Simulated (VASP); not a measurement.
# BeCd2S3 (I-4m2) in VASP: relaxation of cell and atoms with PBE

Aim: the relaxation of cell and atoms of BeCd2S3 with PBE.

All numbers are computed with VASP 6.6.1; they aren't measurements. Logs are shortened: lines on timing, memory, paths and dates and some standing lists are left out, and cuts for length are marked.

## 1. The structure

Symmetry: I-4m2, No. 119, tetragonal system. The conventional cell has a = 3.868 Å, b = 3.868 Å, c = 17.362 Å, α = 90.00°, β = 90.00°, γ = 90.00°. Be (site symmetry -4m2) is surrounded by 4 S at 2.20 Å. Cd (site symmetry 2mm) is surrounded by 4 S at 2.53 to 2.54 Å. Around S (site symmetry 2mm) lie 2 Be at 2.20 Å. S (site symmetry -4m2) has 4 Cd at 2.53 Å as nearest neighbours.

The cell was built by a generator and needn't be a form met in nature.

## 2. Relaxation of cell and atoms, PBE

Contents of INCAR:

```
PREC = Accurate
ENCUT = 520
EDIFF = 1E-6
ISMEAR = 0
SIGMA = 0.03
LREAL = False
LASPH = True
NELM = 120
ALGO = Normal
ISIF = 3
LWAVE = False
LCHARG = False
GGA = PE
IBRION = 2
NSW = 90
EDIFFG = -0.01
KPAR = 4
```

Contents of KPOINTS:

```
regular mesh
0
Gamma
  10 10 10
```

Contents of POSCAR:

```
BeCd2S3
1.0
   -1.9340000000      1.9340000000      8.6810000000
    1.9340000000     -1.9340000000      8.6810000000
    1.9340000000      1.9340000000     -8.6810000000
Be Cd S
1 2 3
Direct
    0.0000000000      0.0000000000      0.0000000000
    0.6558000200      0.6558000200      0.0000000000
    0.3441999800      0.3441999800      0.0000000000
    0.4392351100      0.9392351100      0.5000000000
    0.0607648900      0.5607648900      0.5000000000
    0.7500000000      0.2500000000      0.5000000000
```

Potentials or basis: VASP PAW PBE potentials, release 64 (Be, Cd, S).

Started as:

```console
$ cat potpaw_PBE.64/Be/POTCAR potpaw_PBE.64/Cd/POTCAR potpaw_PBE.64/S/POTCAR > POTCAR
$ mpirun -np 4 vasp_std > vasp.out
```

OUTCAR:

```text
PREC = Accurate
   ENCUT = 520
   EDIFF = 1E-6
   ISMEAR = 0
   LREAL = False
   LASPH = True
   NELM = 120
   ISIF = 3
   GGA = PE
   IBRION = 2
   NSW = 90
   EDIFFG = -0.01

 ion  position               nearest neighbor table
   1  0.000  0.000  0.000-   5 2.20   4 2.20   5 2.20   4 2.20
   2  0.656  0.656  0.000-   6 2.53   6 2.53   5 2.54   5 2.54
   3  0.344  0.344  0.000-   6 2.53   6 2.53   4 2.54   4 2.54
   4  0.439  0.939  0.500-   1 2.20   1 2.20   3 2.54   3 2.54
   5  0.061  0.561  0.500-   1 2.20   1 2.20   2 2.54   2 2.54
   6  0.750  0.250  0.500-   3 2.53   2 2.53   3 2.53   2 2.53

  LATTYP: Found a body centered tetragonal cell.
 ALAT       =     3.8680000000
 C/A-ratio  =     4.4886246122

  Lattice vectors:

 A1 = (  -1.9340000000,   1.9340000000,   8.6810000000)
 A2 = (   1.9340000000,  -1.9340000000,   8.6810000000)
 A3 = (   1.9340000000,   1.9340000000,  -8.6810000000)

Analysis of symmetry for initial positions (statically):
=====================================================================
 Subroutine PRICEL returns:
 Original cell was already a primitive cell.

 Routine SETGRP: Setting up the symmetry group for a
 body centered tetragonal supercell.

 Subroutine GETGRP returns: Found  8 space group operations
 (whereof  8 operations were pure point group operations)
 out of a pool of 16 trial point group operations.

The static configuration has the point symmetry D_2d.

Analysis of symmetry for dynamics (positions and initial velocities):
=====================================================================
 Subroutine PRICEL returns:
 Original cell was already a primitive cell.

 Routine SETGRP: Setting up the symmetry group for a
 body centered tetragonal supercell.

 Subroutine GETGRP returns: Found  8 space group operations
 (whereof  8 operations were pure point group operations)
 out of a pool of 16 trial point group operations.

The dynamic configuration has the point symmetry D_2d.

 Subroutine INISYM returns: Found  8 space group operations
 (whereof  8 operations are pure point group operations),
 and found     1 'primitive' translations

----------------------------------------------------------------------------------------

                                     Primitive cell

  volume of cell :     129.8801

  direct lattice vectors                    reciprocal lattice vectors
    -1.934000000  1.934000000  8.681000000     0.000000000  0.258531541  0.057597051
     1.934000000 -1.934000000  8.681000000     0.258531541  0.000000000  0.057597051
     1.934000000  1.934000000 -8.681000000     0.258531541  0.258531541  0.000000000

  length of vectors
     9.101674187  9.101674187  9.101674187     0.264869738  0.264869738  0.365618811

  position of ions in fractional coordinates (direct lattice)
     0.000000000  0.000000000  0.000000000
     0.655800020  0.655800020  0.000000000
     0.344199980  0.344199980  0.000000000
     0.439235110  0.939235110  0.500000000
     0.060764890  0.560764890  0.500000000
     0.750000000  0.250000000  0.500000000

  ion indices of the primitive-cell ions
   primitive index   ion index
                 1           1
                 2           2
                 3           3
                 4           4
                 5           5
                 6           6

----------------------------------------------------------------------------------------

 KPOINTS: regular mesh

Automatic generation of k-mesh.
 Grid dimensions read from file:
 generate k-points for:   10   10   10

 Generating k-lattice:

  Cartesian coordinates                     Fractional coordinates (reciprocal lattice)
     0.000000000  0.025853154  0.005759705     0.100000000  0.000000000 -0.000000000
     0.025853154  0.000000000  0.005759705     0.000000000  0.100000000 -0.000000000
     0.025853154  0.025853154  0.000000000     0.000000000  0.000000000  0.100000000

  Length of vectors
     0.026486974  0.026486974  0.036561881

  Shift w.r.t. Gamma in fractional coordinates (k-lattice)
     0.000000000  0.000000000  0.000000000

 Subroutine IBZKPT returns following result:
 ===========================================

 Found    102 irreducible k-points:

 Following reciprocal coordinates:
            Coordinates               Weight
  0.000000  0.000000  0.000000      1.000000
  0.100000  0.000000 -0.000000      8.000000
  0.200000  0.000000 -0.000000      8.000000
  0.300000 -0.000000  0.000000      8.000000
  0.400000 -0.000000  0.000000      8.000000
  0.500000  0.000000 -0.000000      4.000000
[... 16 lines left out ...]
  0.300000  0.300000  0.000000      8.000000
  0.400000  0.300000  0.000000     16.000000
 [... further k-points ...]
   k-points           NKPTS =    102   k-points in BZ     NKDIM =    102   number of bands    NBANDS=     26
   number of dos      NEDOS =    301   number of ions     NIONS =      6
   total plane-waves  NPLWV = 343000
   dimension x,y,z NGX =    70 NGY =   70 NGZ =   70
   dimension x,y,z NGXF=   140 NGYF=  140 NGZF=  140
   ions per type =               1   2   3
   NGX,Y,Z   is equivalent  to a cutoff of  12.79, 12.79, 12.79 a.u.
   NGXF,Y,Z  is equivalent  to a cutoff of  25.57, 25.57, 25.57 a.u.
 SYSTEM =  unknown system
   PREC   = accura    normal or accurate (medium, high low for compatibility)
   ISTART =      0    job   : 0-new  1-cont  2-samecut
   ICHARG =      2    charge: 1-file 2-atom 10-const
   ISPIN  =      1    spin polarized calculation?
   LNONCOLLINEAR =      F non collinear calculations
   LSORBIT =      F    spin-orbit coupling
   LASPH  =      T    aspherical Exc in radial PAW
   ENCUT  =  520.0 eV  38.22 Ry    6.18 a.u.  16.92 16.92 16.92*2*pi/ulx,y,z
   NELM   =    120;   NELMIN=  2; NELMDL= -5     # of ELM steps
   EDIFF  = 0.1E-05   stopping-criterion for ELM
   LREAL  =      F    real-space projection
   EDIFFG = -.1E-01   stopping-criterion for IOM
   NSW    =     90    number of steps for IOM
   IBRION =      2    ionic relax: 0-MD 1-quasi-New 2-CG
   NFREE  =      1    steps in history (QN), initial steepest desc. (CG)
   ISIF   =      3    stress and relaxation
   ISYM   =      2    0-nonsym 1-usesym 2-fastsym
   POTIM  = 0.5000    time-step for ionic-motion
   TEBEG  =    0.0;   TEEND  =   0.0 temperature during run
   PSTRESS=    0.0 pullay stress
   NELECT =      44.0000    total number of electrons
   NUPDOWN=      -1.0000    fix difference up-down
   EMIN   =  10.00;   EMAX   =-10.00  energy-range for DOS
   EFERMI =   0.00;   METHOD = LEGACY
   ISMEAR =     0;   SIGMA  =   0.03  broadening in eV -4-tet -1-fermi 0-gaus
   EFERMI_NEDOS =   21; number of points for ismear=-14 and -15
   IALGO  =     38    algorithm
   IMIX   =      4    mixing-type and parameters
     AMIX     =   0.40;   BMIX     =  1.00
     AMIX_MAG =   1.60;   BMIX_MAG =  1.00
  volume/ion in A,a.u.               =      21.65       146.08
  Fermi-wavevector in a.u.,A,eV,Ry     =   1.141243  2.156637 17.720715  1.302436
  Thomas-Fermi vector in A             =   2.277944
   LORBIT       =      0    0 simple, 1 ext, 2 COOP (PROOUT), +10 PAW based schemes
   GGA     = PE    functional components
   LHFCALC =     F    Hartree Fock is set to
   AEXX    =    0.0000 exact exchange contribution
   IVDW    =     0    specifies the selected vdW correction
   LEPSILON=     F    determine dielectric tensor
   LRPA    =     F    only Hartree local field effects (RPA)
 conjugate gradient relaxation of ions
 non-spin polarized calculation
 Gauss-broadening in eV      SIGMA  =   0.03
  energy-cutoff  :      520.00
  volume of cell :      129.88
 maximum number of plane-waves:      3522
 NGX is ok and might be reduce to    70
   NGX = 33   NGY = 33   NGZ = 33

--------------------------------------- Ionic step        1  -------------------------------------------

 number of electron      43.9999998 magnetization

 Free energy of the ion-electron system (eV)
  ---------------------------------------------------
  ext. energy  EPLUGINS =         0.00000000
  ---------------------------------------------------
  free energy    TOTEN  =       -21.74938494 eV

  energy without entropy =      -21.74938494  energy(sigma->0) =      -21.74938494

------------------------ aborting loop because EDIFF is reached ----------------------------------------

  FORCE on cell =-STRESS in cart. coord.  units (eV):
  Direction    XX          YY          ZZ          XY          YZ          ZX
  --------------------------------------------------------------------------------------
  -------------------------------------------------------------------------------------
  Total        0.0718520      0.0718520      0.2316573      0.0000000     -0.0000000     -0.0000000
  in kB        0.8863525      0.8863525      2.8576823      0.0000000     -0.0000000     -0.0000000
  external PRESSURE =       1.5434624 kB  Pullay stress =       0.0000000 kB
[... 185 lines left out ...]
  energy  without entropy=      -21.7501184638  energy(sigma->0) =      -21.75011846

--------------------------------------- Ionic step        6  -------------------------------------------

 number of electron      43.9999999 magnetization

 Free energy of the ion-electron system (eV)
  ---------------------------------------------------
  ext. energy  EPLUGINS =         0.00000000
  ---------------------------------------------------
  free energy    TOTEN  =       -21.75014524 eV

  energy without entropy =      -21.75014524  energy(sigma->0) =      -21.75014524

 E-fermi :   2.1485     XC(G=0):  -9.2543

 val. band max:        2.0185583910   @ k =   0.0000   0.0000   0.0000
 cond. band min:       3.6240046117   @ k =   0.0000   0.0000   0.0000
 fundamental gap:      1.6054462207
 Fermi energy:         2.1485028712

 k-point     1 :       0.0000    0.0000    0.0000
  band No.  band energies     occupation
      1     -10.8311      2.00000
      2     -10.1445      2.00000
      3      -9.7450      2.00000
      4      -5.7667      2.00000
      5      -5.6929      2.00000
      6      -5.6929      2.00000
[... 685 lines left out ...]
     25       6.6099      0.00000
     26       6.8009      0.00000

 [... further k-points ...]

------------------------ aborting loop because EDIFF is reached ----------------------------------------

  FORCE on cell =-STRESS in cart. coord.  units (eV):
  Direction    XX          YY          ZZ          XY          YZ          ZX
  --------------------------------------------------------------------------------------
  -------------------------------------------------------------------------------------
  Total       -0.0095100     -0.0095100      0.0009997      0.0000000      0.0000000      0.0000000
  in kB       -0.1170208     -0.1170208      0.0123019      0.0000000      0.0000000      0.0000000
  external PRESSURE =      -0.0739133 kB  Pullay stress =       0.0000000 kB
[... 21 lines left out ...]
  FREE ENERGIE OF THE ION-ELECTRON SYSTEM (eV)
  ---------------------------------------------------
  free  energy   TOTEN  =       -21.7501452434 eV

  energy  without entropy=      -21.7501452434  energy(sigma->0) =      -21.75014524

 reached required accuracy - stopping structural energy minimisation
```

Run time: 15 min. Hardware: 4 MPI ranks of Intel Xeon Platinum 8488C (Sapphire Rapids), shared host; peak memory 0.96 GiB.

What came out:

| Property | Result |
| --- | --- |
| Free energy | -21.7501 eV |
| Relaxed volume | 21.70 Å³/atom |
| Relaxed cell | a = 9.138 Å, b = 9.138 Å, c = 9.138 Å, α = 155.59°, β = 155.59°, γ = 34.80° |
| Space group after relaxing (to 0.05 Å) | I-4m2 (No. 119) |
| Energy gained by relaxing | 0.1 meV/atom |
| Ionic steps | 6 |
| Pressure after relaxing | 0.0 GPa |
| Band gap on the k mesh | 1.61 eV, direct |

Forces on the atoms (eV/Å):
```
Be   0.000  0.000  0.000
Cd   0.000  0.000  0.000
Cd   0.000  0.000  0.000
S    0.000  0.000  0.002
S    0.000  0.000 -0.002
S    0.000  0.000  0.000
```

The path:
| step | energy change (eV) | largest force (eV/Å) | pressure (GPa) | volume (Å³) |
| --- | --- | --- | --- | --- |
| 1 | 0.0000 | 0.0371 | 0.15 | 129.88 |
| 2 | -0.0004 | 0.0276 | -0.04 | 130.27 |
| 3 | -0.0004 | 0.0261 | -0.08 | 130.35 |
| 4 | -0.0006 | 0.0145 | -0.04 | 130.28 |
| 5 | -0.0007 | 0.0122 | 0.01 | 130.18 |
| 6 | -0.0008 | 0.0022 | -0.01 | 130.20 |

Final structure:
```
CELL_PARAMETERS angstrom
-1.93208 1.93208 8.72004
1.93208 -1.93208 8.72004
1.93208 1.93208 -8.72004
ATOMIC_POSITIONS crystal
Be 0.00000 0.00000 0.00000
Cd 0.65606 0.65606 0.00000
Cd 0.34394 0.34394 0.00000
S 0.43884 0.93884 0.50000
S 0.06116 0.56116 0.50000
S 0.75000 0.25000 0.50000
```

Levels at points of the mesh, in eV from the valence-band top:
```tsv
k point	band 19	band 20	band 21	band 22	band 23	band 24	band 25	band 26
(0.00, 0.00, 0.00)	-1.10	-0.72	0.00	0.00	1.61	3.45	4.32	4.45
(0.50, 0.00, 0.00)	-1.86	-1.03	-0.60	-0.40	2.99	3.89	3.99	5.73
(0.50, 0.50, 0.00)	-2.47	-2.46	-2.02	-1.99	3.26	3.79	4.50	4.64
(0.50, 0.50, 0.50)	-0.73	-0.73	-0.35	-0.35	2.62	3.54	3.55	4.33
```
